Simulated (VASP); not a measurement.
Data:

```yaml
crystal:
  lattice:
    - [1.62554, -2.81552, 0.00000]
    - [1.62554, 2.81552, 0.00000]
    - [0.00000, 0.00000, 5.20361]
  atoms:
    - { symbol: Zr, position: [0.33333, 0.66667, 0.25000] }
    - { symbol: Zr, position: [0.66667, 0.33333, 0.75000] }
```

Computed with revPBE GGA, VASP's PBE PAW potentials (set 64) (plane waves; VASP 6.6.1). Settings: 520 eV cut-off, Gaussian smearing of 0.050 eV, potentials Zr_sv.

Problem. Give the energies of bands 9 to 15 at the high-symmetry points, in eV from the Fermi level.

Solution. 
```tsv
band	Γ	M	K	A	L	H
9	-5.64	-2.51	-2.04	-3.98	-2.83	-1.42
10	-3.00	-2.50	-1.37	-3.98	-2.83	-1.42
11	0.84	-2.11	-1.37	-0.01	-1.05	-1.27
12	0.84	-0.28	-1.15	-0.01	-1.05	-1.27
13	0.93	0.55	0.23	0.76	1.51	-0.09
14	1.00	0.70	0.23	0.76	1.51	-0.09
15	1.50	1.37	1.72	0.76	2.15	1.97
```

It has no gap at this level: it comes out as a metal or semimetal.

The compound is Zr in the hcp structure. It was relaxed first.
